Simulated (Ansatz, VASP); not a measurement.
One calculation of Mn2InN2, two programs

```
In Mn N
1.0
     2.83148   -1.64436    0.00000
     2.83148    1.64436    0.00000
    -0.02327    0.00000    7.55163
In Mn N
1 2 2
Cartesian
  -0.0116 0.0000 3.7758
  3.7533 0.0000 6.6884
  1.8863 0.0000 0.8633
  3.7791 0.0000 1.1471
  1.8606 0.0000 6.4046
```

Change from the starting cell: volume scaled by 1.06.

Alike in both runs: task single point; functional PBE; k mesh 10 × 10 × 4; occupations fermi-dirac, width 0.05 eV; collinear spin, ferromagnetic start.

|  | VASP | Ansatz |
| --- | --- | --- |
| version | VASP 6.6.1 | Ansatz 0.2.0 |
| potentials or method | VASP PAW PBE potentials, release 64 (In_d, Mn_pv, N) | Ansatz PAW |
| plane-wave cutoff (eV) | 520 | 420 |
| valence electrons in the cell | 49 | 53 |

VASP gave:

```
gap on the k mesh at the Fermi level (eV)                     : none
pressure (GPa)                                                : -7.6
largest component of the traceless stress (GPa)               : 1.11
rms of the force components (eV/Å)                            : 0.252
net moment per atom (μB)                                      : 0.62
size of the moment on the site where the two differ most (μB) : 1.61
```

Task: Which values does Ansatz return?

Result: gap on the k mesh at the Fermi level (eV): none; pressure (GPa): -8.0; largest component of the traceless stress (GPa): 1.27; rms of the force components (eV/Å): 0.271; net moment per atom (μB): 0.62; size of the moment on the site where the two differ most (μB): 1.41.

Site moments also hang on the region over which each program counts them. Atom by atom the forces differ by 0.019 eV/Å (rms over components). A gap of «none» marks a metal or a gap that the smearing closes. With one functional, cell and mesh, what is left measures potentials, basis and numerics. The two sets of potentials don't hold the same shells in valence.

Caveats: only a ferromagnetic start was run, and an antiferromagnetic order may lie lower in energy.
